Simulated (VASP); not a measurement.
```xyz
3
Lattice="-1.6807 1.6807 4.0249 1.6807 -1.6807 4.0249 1.6807 1.6807 -4.0249" Properties=species:S:1:pos:R:3 pbc="T T T"
Rh     1.6807     1.6807    -4.0249
Ge     0.0000     0.0000     2.7249
Ge     0.0000     0.0000     5.3249
```

The numbers are results of PBEsol GGA, VASP's PBE PAW potentials (set 64) (plane waves; VASP 6.6.1), not measurements. Run with 400 eV cut-off, Gaussian smearing of 0.050 eV, potentials Rh_pv Ge_d.

Problem. Give the energies of bands 15 to 24 at the high-symmetry points, in eV from the Fermi level.

Solution. 
| band | Γ | X | P | N | M | S | R |
|---|---|---|---|---|---|---|---|
| 15 | -6.10 | -6.49 | -7.03 | -9.70 | -10.60 | -9.95 | -8.04 |
| 16 | -4.60 | -6.20 | -5.98 | -5.10 | -3.72 | -6.85 | -5.55 |
| 17 | -3.57 | -5.66 | -5.98 | -4.66 | -3.04 | -3.50 | -4.65 |
| 18 | -3.46 | -4.62 | -3.20 | -3.52 | -2.45 | -3.47 | -4.47 |
| 19 | -3.46 | -3.63 | -2.79 | -3.36 | -2.45 | -3.01 | -3.56 |
| 20 | -2.02 | -1.70 | -2.79 | -2.29 | -2.00 | -2.27 | -2.55 |
| 21 | 1.07 | -1.02 | -1.71 | -0.97 | -0.90 | -1.18 | -1.09 |
| 22 | 1.96 | -0.58 | -1.02 | 0.39 | -0.90 | 2.13 | -0.62 |
| 23 | 2.91 | 0.83 | 1.53 | 3.26 | 1.90 | 2.83 | 0.47 |
| 24 | 2.91 | 1.45 | 1.93 | 3.84 | 4.93 | 2.92 | 2.63 |

It has no gap at this level: it comes out as a metal or semimetal.

The structure was generated: Ge2Rh was put into the MoSi2 type (I4/mmm), which need not be its known phase. It was relaxed first, which changed the volume by +13 %. The electron count is odd and the run is not spin-polarised, which forces a metal.
